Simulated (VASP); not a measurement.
Data:

```
Ir
1.0
    2.72090     0.00000     0.00000
   -1.36045     2.35636     0.00000
    0.00000     0.00000     4.41395
Ir
2
Direct
  0.33333   0.66667   0.25000
  0.66667   0.33333   0.75000
```

All values below come from PBEsol GGA, VASP's PBE PAW potentials (set 64) (plane waves; VASP 6.6.1). Settings: 400 eV cut-off, Gaussian smearing of 0.050 eV, potentials Ir.

Problem. Give the energies of bands 1 to 12 at the high-symmetry points, in eV from the Fermi level.

Solution. 
| band | Γ | M | K | A | L | H |
|---|---|---|---|---|---|---|
| 1 | -11.32 | -7.65 | -6.90 | -9.07 | -7.89 | -6.37 |
| 2 | -8.24 | -7.51 | -5.92 | -9.07 | -7.89 | -6.37 |
| 3 | -3.98 | -6.97 | -5.92 | -4.48 | -6.04 | -5.52 |
| 4 | -3.87 | -4.17 | -5.18 | -4.48 | -6.04 | -5.52 |
| 5 | -3.87 | -3.61 | -4.28 | -3.99 | -2.16 | -4.20 |
| 6 | -3.21 | -3.52 | -4.28 | -3.99 | -2.16 | -4.20 |
| 7 | -3.21 | -3.02 | -2.45 | -3.99 | -1.02 | -2.43 |
| 8 | -2.40 | 0.72 | -0.06 | -3.99 | -1.02 | -2.43 |
| 9 | -2.40 | 0.97 | -0.06 | -0.48 | 0.97 | 0.30 |
| 10 | -0.90 | 1.14 | 0.30 | -0.48 | 0.97 | 0.30 |
| 11 | 0.27 | 2.95 | 4.49 | -0.48 | 2.00 | 7.12 |
| 12 | 0.27 | 4.40 | 4.49 | -0.48 | 2.00 | 7.12 |

It has no gap at this level: it comes out as a metal or semimetal.

The structure was generated: Ir was put into the hcp type (P6_3/mmc), which need not be its known phase. It was relaxed first.
